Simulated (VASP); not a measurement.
```xyz
2
Lattice="2.2401 1.2933 3.8339 -2.2401 1.2933 3.8339 0.0000 -2.5866 3.8339" Properties=species:S:1:pos:R:3 pbc="T T T"
K      0.0000     0.0000     8.7689
Cl     0.0000     0.0000     2.7328
```

The base run (VASP): PBE GGA, plane waves, VASP's PBE PAW potentials (set 64). Numerical set-up: 400 eV cut-off, 7×7×7 Γ-centred mesh, Gaussian smearing of 0.050 eV, potentials K_sv Cl.

One setting is varied; ΔE counts from the most expensive setting. The base run took about 10 core-seconds. Times come from single runs on busy shared machines, so they are rough: good to a factor of about 2.

The pressure holds a Pulay error that falls with the cut-off, as the column shows.

```tsv
setting	cost over the base run	electronic steps	ΔE (meV/atom)	pressure (GPa)
ENCUT = 150	?	13	?	?
ENCUT = 350	within a factor of 2	13	0.2	0.06
base run	reference	13	0.2	0.09
ENCUT = 625	about 2 times	13	-0.1	0.12
ENCUT = 700	about 2 times	13	0.0	0.12
ENCUT = 725	about 3 times	13	0.0	0.12
ENCUT = 750	about 3 times	13	0.0	0.12
```

Q: What belongs in the gaps?

A: 
- ENCUT = 150, cost over the base run: about 1/4
- ENCUT = 150, ΔE (meV/atom): 6.5
- ENCUT = 150, pressure (GPa): -30.86

Left out are runs that failed, have no time on record or changed the cell.

The structure was generated: KCl was put into the alpha-GeTe type (R3m), which need not be its known phase. The cell was not relaxed at this level.
